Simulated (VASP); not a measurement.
Here is the system:

```
HfC
1.0
    3.23001     0.00000     0.00000
   -1.61500     2.79727     0.00000
    0.00000     0.00000     5.71449
Hf C
2 2
Direct
  0.00000   0.00000   0.00000
  0.00000   0.00000   0.50000
  0.33333   0.66667   0.25000
  0.66667   0.33333   0.75000
```

The numbers are results of PBEsol GGA, VASP's PBE PAW potentials (set 64) (plane waves; VASP), not measurements. Settings: 520 eV cut-off, Gaussian smearing of 0.050 eV, potentials Hf_pv C.

Unless said otherwise, spin-orbit coupling is left out, though it shifts the bands of the heavy elements here.

What does the run give for the band gap (along the path) with the smallest direct gap where there is one?

The band gap (along the path) is none (metal, semimetal or under 0.01 eV).

The structure was generated: HfC was put into the NiAs type type (P6_3/mmc), which need not be its known phase. It was relaxed first, which changed the volume by -33 %.
